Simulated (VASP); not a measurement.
An input for Quantum ESPRESSO's pw.x (written as the equivalent of a VASP run, and not itself run):

```
&CONTROL
  calculation = 'vc-relax'
  pseudo_dir = './pseudo'
  outdir = './out'
  tprnfor = .true.
  tstress = .true.
  nstep = 60
  forc_conv_thr = 0.00078
/
&SYSTEM
  ibrav = 0
  nat = 3
  ntyp = 2
  ecutwfc = 84
  occupations = 'smearing'
  smearing = 'gaussian'
  degauss = 0.003675
  input_dft = 'pbe'
/
&ELECTRONS
  conv_thr = 7.3e-08
  electron_maxstep = 100
/
&IONS
/
&CELL
/
ATOMIC_SPECIES
  Mg 24.305 Mg.upf
  Si 28.085 Si.upf
CELL_PARAMETERS angstrom
    -0.0000000    3.1802415    3.1802415
     3.1802415    0.0000000    3.1802415
     3.1802415    3.1802415    0.0000000
ATOMIC_POSITIONS crystal
  Mg   0.2500000  0.2500000  0.2500000
  Mg   0.7500000  0.7500000  0.7500000
  Si   0.0000000  1.0000000  0.0000000
K_POINTS automatic
  6 6 6 0 0 0
```

Q: Write the VASP files for the same calculation (PBE).

A: This is not unique; one that fits is 
**INCAR**
```
# general
SYSTEM=Mg2Si
PREC  =Accurate
ENCUT =480
LREAL =F
LASPH =T   # aspherical one-centre terms

# electronic loop
EDIFF =1E-6
NELM  =100
ALGO  =Normal

# smearing
ISMEAR=0   # Gaussian
SIGMA =0.05

# functional
GGA   =PE   # PBE

# ions
IBRION=2
NSW   =60   # most ionic steps
ISIF  =3   # ions, shape and volume
EDIFFG=-0.02

# output
LWAVE =F
LCHARG=F
```

File POSCAR:
```
Mg2Si
1
   -0.0000000000     3.1802415175     3.1802415175
    3.1802415175     0.0000000000     3.1802415175
    3.1802415175     3.1802415175     0.0000000000
Mg Si
2 1
Direct
  0.2500000000   0.2500000000   0.2500000000
  0.7500000000   0.7500000000   0.7500000000
  0.0000000000   1.0000000000   0.0000000000
```

### KPOINTS
```
Automatic mesh
0
Gamma
6 6 6
0 0 0
```

POTCAR, in this order: Mg Si (PBE.64 set). Program: vasp_std.

What does not carry over: the potentials are each code's own (VASP's PAW set, PseudoDojo norm-conserving files in pw.x), so ENCUT and ecutwfc are chosen apart and not converted; conv_thr bounds pw.x's estimated SCF error, while EDIFF bounds the energy change between steps; forc_conv_thr acts on force components and is met together with etot_conv_thr.

The structure comes from a computed database's Mg2Si entry (Fm-3m); how it stands against other phases isn't given here. It was relaxed first. The start is the result of an earlier pass.
